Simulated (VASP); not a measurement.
VASP input:

INCAR:
```
SYSTEM = SnSe2
PREC = Accurate
ENCUT = 400
EDIFF = 1E-6
NELM = 100
ALGO = Normal
LREAL = .FALSE.
LASPH = .TRUE.
ISMEAR = 0
SIGMA = 0.05
GGA = PE
LMAXMIX = 4
LWAVE = .FALSE.
LCHARG = .FALSE.
ISIF = 2
NBANDS = 11
```

File POSCAR:
```
SnSe2
1
    1.9050000000    -3.2995570000     0.0000000000
    1.9050000000     3.2995570000     0.0000000000
    0.0000000000     0.0000000000     6.1400000000
Sn Se
1 2
Direct
  0.0000000000   0.0000000000   0.0000000000
  0.3333330000   0.6666670000   0.2500000000
  0.6666670000   0.3333330000   0.7500000000
```

KPOINTS:
```
Automatic mesh
0
Gamma
5 5 3
0 0 0
```

POTCAR, in this order: Sn_d Se (PBE.64 set). Program: vasp_std.

Output

**standard output**
```
 POSCAR found type information on POSCAR SnSe
 POSCAR found :  2 types and       3 ions
 Reading from existing POTCAR
 Reading from existing POTCAR
 LDA part: xc-table for (Slater+PW92), standard interpolation

 -----------------------------------------------------------------------------
|                                                                             |
|     EEEEEEE  RRRRRR   RRRRRR   OOOOOOO  RRRRRR      ###     ###     ###     |
|     E        R     R  R     R  O     O  R     R     ###     ###     ###     |
|     E        R     R  R     R  O     O  R     R     ###     ###     ###     |
|     EEEEE    RRRRRR   RRRRRR   O     O  RRRRRR       #       #       #      |
|     E        R   R    R   R    O     O  R   R                               |
|     E        R    R   R    R   O     O  R    R      ###     ###     ###     |
|     EEEEEEE  R     R  R     R  OOOOOOO  R     R     ###     ###     ###     |
|                                                                             |
|     The number of bands is not sufficient to hold all electrons. I am       |
|     sorry, but this calculation does not make sense. If you want to         |
|     calculate only selected states, you need to set either EFERMI or        |
|     EREF. EREF specifies around which energy states are supposed to be      |
|     calculated.                                                             |
|     I found NBANDS = 11, NELECT = 26.                                       |
|                                                                             |
|       ---->  I REFUSE TO CONTINUE WITH THIS SICK JOB ... BYE!!! <----       |
|                                                                             |
 -----------------------------------------------------------------------------
```

Q: Read the log: what went wrong, and how is it fixed?

A: The cause: NBANDS is too small to hold all electrons. VASP stops with an error: The number of bands is not sufficient to hold all electrons. I am sorry, but this calculation does not make sense. If you want to calculate only selected states, you need to set either EFERMI or EREF. EREF specifies around which energy states are supposed to be calculated. I found NBANDS = 11, NELECT = 26. ----> I REFUSE TO CONTINUE WITH THIS SICK JOB ... BYE!!! <---- To mend it, remove NBANDS.

The mended run (PBE GGA, plane waves, VASP's PBE PAW potentials (set 64)) converges, and its OSZICAR ends with
```
   1 F= -.11721069E+02 E0= -.11721069E+02  d E =-.704698E-14
```

The compound is SnSe2 in the 1T layered structure. The cell was not relaxed at this level.
